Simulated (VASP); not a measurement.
Given:

```
Fe3Ge2
1.0
    3.88751     0.00000     0.00000
   -1.94376     3.36668     0.00000
    0.00000     0.00000     4.76113
Fe Ge
3 2
Direct
  0.00000   0.00000   0.74604
  0.00000   0.00000   0.25396
  0.66667   0.33333   0.00000
  0.66667   0.33333   0.50000
  0.33333   0.66667   0.00000
```

The numbers are results of LDA (Ceperley-Alder, Perdew-Zunger), VASP's LDA PAW potentials (set 64) (plane waves; VASP), not measurements. Run with 400 eV cut-off, Gaussian smearing of 0.050 eV, potentials Fe Ge_d.

The run has a spin-polarised start.

Task: Give the spin-up energies of bands 19 to 32 at the high-symmetry points, in eV from the Fermi level.

Result: 
| band | Γ | M | K | A | L | H |
|---|---|---|---|---|---|---|
| 19 | -3.12 | -2.72 | -2.96 | -2.62 | -2.82 | -2.86 |
| 20 | -3.12 | -2.58 | -2.70 | -2.54 | -2.60 | -2.41 |
| 21 | -2.13 | -2.57 | -2.12 | -2.42 | -2.50 | -2.39 |
| 22 | -2.13 | -2.55 | -2.11 | -2.42 | -2.25 | -2.27 |
| 23 | -1.12 | -1.60 | -1.97 | -1.44 | -1.92 | -2.05 |
| 24 | -1.12 | -1.47 | -1.53 | -0.91 | -1.82 | -1.68 |
| 25 | -0.49 | -1.08 | -1.09 | -0.91 | -1.51 | -1.63 |
| 26 | -0.33 | -1.07 | -0.92 | -0.69 | -1.35 | -1.19 |
| 27 | -0.33 | -0.92 | -0.80 | -0.69 | -0.97 | -1.19 |
| 28 | 1.22 | -0.91 | -0.75 | 1.15 | -0.59 | -0.48 |
| 29 | 2.47 | -0.58 | -0.16 | 2.95 | -0.17 | -0.32 |
| 30 | 2.47 | 0.22 | 0.01 | 3.69 | 1.09 | -0.30 |
| 31 | 3.48 | 1.39 | 2.02 | 3.69 | 2.32 | 0.81 |
| 32 | 4.24 | 3.05 | 2.18 | 4.36 | 2.76 | 5.78 |

Task: Give the spin-down energies of bands 19 to 32 at the high-symmetry points, in eV from the Fermi level.

Result: 
| band | Γ | M | K | A | L | H |
|---|---|---|---|---|---|---|
| 19 | -2.15 | -2.29 | -2.11 | -1.45 | -1.83 | -1.71 |
| 20 | -2.15 | -1.78 | -1.78 | -1.45 | -1.72 | -1.47 |
| 21 | -1.11 | -1.65 | -1.31 | -1.09 | -1.32 | -1.43 |
| 22 | -1.11 | -1.63 | -0.82 | -1.09 | -1.10 | -1.18 |
| 23 | 0.34 | -0.47 | -0.67 | -0.38 | -0.63 | -0.65 |
| 24 | 0.47 | -0.19 | -0.62 | 0.51 | -0.62 | -0.57 |
| 25 | 0.47 | 0.09 | -0.35 | 0.51 | -0.11 | -0.25 |
| 26 | 1.12 | 0.10 | 0.19 | 0.55 | 0.02 | 0.40 |
| 27 | 1.12 | 0.31 | 0.75 | 0.55 | 0.54 | 0.41 |
| 28 | 2.51 | 0.72 | 0.90 | 1.33 | 0.64 | 0.65 |
| 29 | 3.09 | 0.99 | 0.95 | 3.33 | 0.85 | 0.87 |
| 30 | 3.09 | 1.36 | 1.24 | 4.27 | 2.13 | 0.92 |
| 31 | 3.64 | 2.33 | 2.78 | 4.27 | 3.09 | 1.90 |
| 32 | 4.46 | 3.86 | 3.02 | 5.08 | 3.43 | 6.19 |

It has no gap at this level: it comes out as a metal or semimetal.

The structure comes from a computed database's Fe3Ge2 entry (P-6m2); how it stands against other phases isn't given here. It was relaxed first, which changed the volume by -9 %.
